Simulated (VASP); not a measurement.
VASP runs on ZnS (space group F-43m) share one base input (HSE06 screened hybrid, plane waves, VASP's PBE PAW potentials (set 64)) and change the settings named in each case.

KPOINTS:
```
Automatic mesh
0
Gamma
6 6 6
0 0 0
```

INCAR:
```
SYSTEM = ZnS
PREC = Accurate; ENCUT = 300; LREAL = .False.
LASPH = .True.; ISYM = 3
EDIFF = 1E-6; NELM = 100; ALGO = Normal
LMAXMIX = 4
ISMEAR = 0; SIGMA = 0.01
GGA = PE; LHFCALC = .True.; AEXX = 0.25
HFSCREEN = 0.2; PRECFOCK = Fast
ISIF = 2
LWAVE = .False.; LCHARG = .False.
```

**POSCAR**
```
ZnS
1
    0.0000000000     2.6799470000     2.6799470000
    2.6799470000     0.0000000000     2.6799470000
    2.6799470000     2.6799470000     0.0000000000
Zn S
1 1
Direct
  0.0000000000   0.0000000000   0.0000000000
  0.2500000000   0.2500000000   0.2500000000
```

POTCAR, in this order: Zn S (PBE.64 set). Program: vasp_std.

```json
[
 {"change": "base run", "E(σ→0) (eV/atom)": "-4.1863", "pressure (GPa)": "2.74"},
 {"change": "AEXX removed, HFSCREEN removed, ISYM removed, LHFCALC removed, PRECFOCK removed", "E(σ→0) (eV/atom)": "-3.4121", "pressure (GPa)": "[?]"},
 {"change": "HFRCUT = -1, HFSCREEN removed", "E(σ→0) (eV/atom)": "-4.4543", "pressure (GPa)": "2.53"},
 {"change": "KPOINTS 3×3×3 Γ-centred mesh", "E(σ→0) (eV/atom)": "-4.0924", "pressure (GPa)": "3.94"},
 {"change": "KPOINTS 4×4×4 Γ-centred mesh", "E(σ→0) (eV/atom)": "-4.1677", "pressure (GPa)": "3.04"},
 {"change": "KPOINTS 5×5×5 Γ-centred mesh", "E(σ→0) (eV/atom)": "-4.1830", "pressure (GPa)": "2.81"},
 {"change": "KPOINTS 7×7×7 Γ-centred mesh", "E(σ→0) (eV/atom)": "-4.1871", "pressure (GPa)": "2.73"},
 {"change": "ENCUT = 345", "E(σ→0) (eV/atom)": "-4.1873", "pressure (GPa)": "2.73"},
 {"change": "ENCUT = 270", "E(σ→0) (eV/atom)": "-4.1779", "pressure (GPa)": "1.24"},
 {"change": "KPOINTS 3×3×3 Γ-centred mesh", "E(σ→0) (eV/atom)": "-4.0924", "pressure (GPa)": "3.94"},
 {"change": "EDIFF = 1E-04", "E(σ→0) (eV/atom)": "-4.1863", "pressure (GPa)": "3.37"}
]
```

Problem. What belongs in the gaps?

Solution. 
- AEXX removed, HFSCREEN removed, ISYM removed, LHFCALC removed, PRECFOCK removed, pressure (GPa): 3.53

Energies of different potentials or functionals have different zeros.

Left out are runs that ran out of time, are held back, or changed the cell or the kind of run, fixed moments of cells without a moment, rows past the twelfth, gaps on odd meshes, pressures of charged cells and columns that move by less than the noise.

The structure comes from a computed database's ZnS entry; how it stands against other phases isn't given here. The cell was not relaxed at this level, its lattice was scaled by up to 2.5 %.
